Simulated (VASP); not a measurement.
Level of theory: TPSS meta-GGA, VASP's PBE PAW potentials (set 64) (plane waves; VASP).

VASP input:

### KPOINTS
```
Automatic mesh
0
Gamma
11 11 11
0 0 0
```

File POSCAR:
```
NiSi2
1
   -0.0000000000     2.6995263422     2.6995263422
    2.6995263422    -0.0000000000     2.6995263422
    2.6995263422     2.6995263422     0.0000000000
Si Ni
2 1
Direct
  0.2500000000   0.2500000000   0.2500000000
  0.7500000000   0.7500000000   0.7500000000
  0.0000000000   0.0000000000   0.0000000000
```

**INCAR**
```
METAGGA = TPSS
LEFG = .TRUE.
SYSTEM = NiSi2
PREC = Accurate
LMAXMIX = 4
LREAL = .FALSE.
LCHARG = .FALSE.
NEDOS = 601
ALGO = Normal   ! blocked Davidson
EDIFF = 1E-7   ! SCF stop (eV)
ENCUT = 520   ! plane-wave cut-off (eV)
LASPH = .TRUE.   ! aspherical one-centre terms
LWAVE = .FALSE.
LORBIT = 11   ! lm-projected
NELM = 100
ISMEAR = -5
LMIXTAU = .TRUE.
ISIF = 2
```

### KPOINTS_OPT
```
k-points along high-symmetry lines
10
Line-mode
Reciprocal
  0.000000   0.000000   0.000000 ! GAMMA
  0.500000   0.000000   0.500000 ! X

  0.500000   0.000000   0.500000 ! X
  0.625000   0.250000   0.625000 ! U

  0.375000   0.375000   0.750000 ! K
  0.000000   0.000000   0.000000 ! GAMMA

  0.000000   0.000000   0.000000 ! GAMMA
  0.500000   0.500000   0.500000 ! L

  0.500000   0.500000   0.500000 ! L
  0.500000   0.250000   0.750000 ! W

  0.500000   0.250000   0.750000 ! W
  0.500000   0.000000   0.500000 ! X
```

POTCAR, in this order: Si Ni (PBE.64 set). Program: vasp_std.

The run wrote:

OSZICAR:
```
       N       E                     dE             d eps       ncg     rms          rms(c)
DAV:   1     0.997416982701E+02    0.99742E+02   -0.96001E+03  1472   0.180E+03
DAV:   2    -0.970935438979E+01   -0.10945E+03   -0.10476E+03  1626   0.376E+02
DAV:   3    -0.166303818737E+02   -0.69210E+01   -0.67989E+01  1905   0.110E+02
DAV:   4    -0.168171035269E+02   -0.18672E+00   -0.18652E+00  2048   0.186E+01
DAV:   5    -0.168238983482E+02   -0.67948E-02   -0.68118E-02  2127   0.349E+00    0.106E+01
DAV:   6    -0.340162994443E+02   -0.17192E+02   -0.29993E+01  1456   0.709E+01    0.617E+00
DAV:   7    -0.343570856526E+02   -0.34079E+00   -0.43032E+00  2045   0.467E+01    0.729E+00
DAV:   8    -0.339808467965E+02    0.37624E+00   -0.28962E+00  1916   0.452E+01    0.264E+00
DAV:   9    -0.339334514897E+02    0.47395E-01   -0.30496E-01  1689   0.564E+00    0.156E+00
DAV:  10    -0.339733507647E+02   -0.39899E-01   -0.13828E-01  1878   0.797E+00    0.315E-01
DAV:  11    -0.339722598789E+02    0.10909E-02   -0.19714E-02  1974   0.332E+00    0.558E-01
DAV:  12    -0.339746743614E+02   -0.24145E-02   -0.16618E-02  1829   0.302E+00    0.968E-02
DAV:  13    -0.339753502118E+02   -0.67585E-03   -0.13106E-03  1711   0.337E-01    0.106E-01
DAV:  14    -0.339754842050E+02   -0.13399E-03   -0.49284E-05  1879   0.146E-01    0.129E-01
DAV:  15    -0.339752306650E+02    0.25354E-03   -0.22816E-04  2093   0.330E-01    0.628E-02
DAV:  16    -0.339751493005E+02    0.81364E-04   -0.30403E-04  1943   0.416E-01    0.290E-02
DAV:  17    -0.339751528021E+02   -0.35016E-05   -0.26265E-05  1631   0.578E-02    0.264E-02
DAV:  18    -0.339751683160E+02   -0.15514E-04   -0.84638E-06  2098   0.642E-02    0.123E-02
DAV:  19    -0.339751734858E+02   -0.51698E-05   -0.45539E-06  2025   0.362E-02    0.275E-03
DAV:  20    -0.339751761277E+02   -0.26418E-05   -0.40429E-07  1763   0.127E-02    0.104E-03
DAV:  21    -0.339751762000E+02   -0.72363E-07   -0.30798E-08   858   0.226E-03
   1 F= -.33975176E+02 E0= -.33975176E+02  d E =0.000000E+00
       N       E                     dE             ncg
       N       E                     dE             ncg
```

OUTCAR:
```
------------------------ aborting loop because EDIFF is reached ----------------------------------------
  FORCE on cell =-STRESS in cart. coord.  units (eV):
  Direction    XX          YY          ZZ          XY          YZ          ZX
  --------------------------------------------------------------------------------------
  Total       -0.1586885     -0.1586885     -0.1586885     -0.0000000      0.0000000     -0.0000000
  in kB       -6.4619465     -6.4619465     -6.4619465     -0.0000000      0.0000000     -0.0000000
  external PRESSURE =      -6.4619465 kB  Pullay stress =       0.0000000 kB
  volume of cell :       39.35
      direct lattice vectors                 reciprocal lattice vectors
     0.000000000  2.699526342  2.699526342    -0.185217678  0.185217678  0.185217678
     2.699526342  0.000000000  2.699526342     0.185217678 -0.185217678  0.185217678
     2.699526342  2.699526342  0.000000000     0.185217678  0.185217678 -0.185217678
 POSITION                                       TOTAL-FORCE (eV/Angst)
 -----------------------------------------------------------------------------------
      1.34976      1.34976      1.34976         0.000000      0.000000      0.000000
      4.04929      4.04929      4.04929        -0.000000     -0.000000     -0.000000
      0.00000      0.00000      0.00000        -0.000000      0.000000     -0.000000
 -----------------------------------------------------------------------------------
    total drift:                                0.000000     -0.000000      0.000000
  FREE ENERGIE OF THE ION-ELECTRON SYSTEM (eV)
  ---------------------------------------------------
  free  energy   TOTEN  =       -33.9751762000 eV

  energy  without entropy=      -33.9751762000  energy(sigma->0) =      -33.97517620

 total charge

# of ion       s       p       d       tot
------------------------------------------
    1        0.745   0.855   0.000   1.600
    2        0.745   0.855   0.000   1.600
    3        0.554   0.812   8.457   9.824
--------------------------------------------------
tot          2.044   2.521   8.457  13.023

 Electric field gradients after diagonalization (V/A^2)
 (convention: |V_zz| > |V_xx| > |V_yy|)
----------------------------------------------------------------------
 ion       V_xx      V_yy      V_zz     asymmetry (V_yy - V_xx)/ V_zz
----------------------------------------------------------------------
   1       0.000     0.000    -0.000       0.000
   2       0.000     0.000    -0.000       0.000
   3      -0.002    -0.002     0.004       0.000
```
(Selected blocks of OUTCAR.)

### OUTCAR
```
 val. band max:       10.8751474020   @ k =   0.1818   0.0000   0.0000

 cond. band min:      10.1954495254   @ k =   0.1818   0.1818   0.0000


 Fermi energy:        10.5050784597

 k-point     1 :       0.0000    0.0000    0.0000
  band No.  band energies     occupation
      1      -3.4928      2.00000
      2       5.2213      2.00000
      3       5.2213      2.00000
      4       5.2213      2.00000
      5       6.8624      2.00000
      6       6.8624      2.00000
      7      10.3292      2.00000
      8      12.1896      0.00000
      9      12.1896      0.00000
     10      12.1896      0.00000
     11      12.7174      0.00000
     12      12.7174      0.00000
     13      12.7174      0.00000

 k-point     2 :       0.0909    0.0000    0.0000
  band No.  band energies     occupation
      1      -3.3689      2.00000
      2       4.9756      2.00000
      3       5.2603      2.00000
      4       5.2603      2.00000
      5       6.8396      2.00000
      6       6.8396      2.00000
      7      10.0416      2.00000
      8      11.2062     -0.19739
      9      11.6045      0.00000
     10      11.6045      0.00000
     11      13.3191      0.00000
     12      13.3192      0.00000
     13      14.1107      0.00000

 k-point     3 :       0.1818    0.0000    0.0000
  band No.  band energies     occupation
      1      -2.9999      2.00000
      2       4.2854      2.00000
      3       5.3643      2.00000
      4       5.3643      2.00000
      5       6.7955      2.00000
      6       6.7956      2.00000
      7       8.8233      2.00000
      8      10.8751      1.20879
      9      10.8752      0.00152
     10      11.3379      0.00000
     11      13.3441      0.00000
     12      13.3441      0.00000
     13      14.3857      0.00000

 k-point     4 :       0.2727    0.0000    0.0000
  band No.  band energies     occupation
      1      -2.3937      2.00000
      2       3.2458      2.00000
      3       5.4915      2.00000
...
```

For a metal the tetrahedron method with Blöchl corrections gives inexact stress and forces.

The compound is NiSi2 in the fluorite structure. It was relaxed first. The run is not spin-polarised, so no magnetic state was tried.
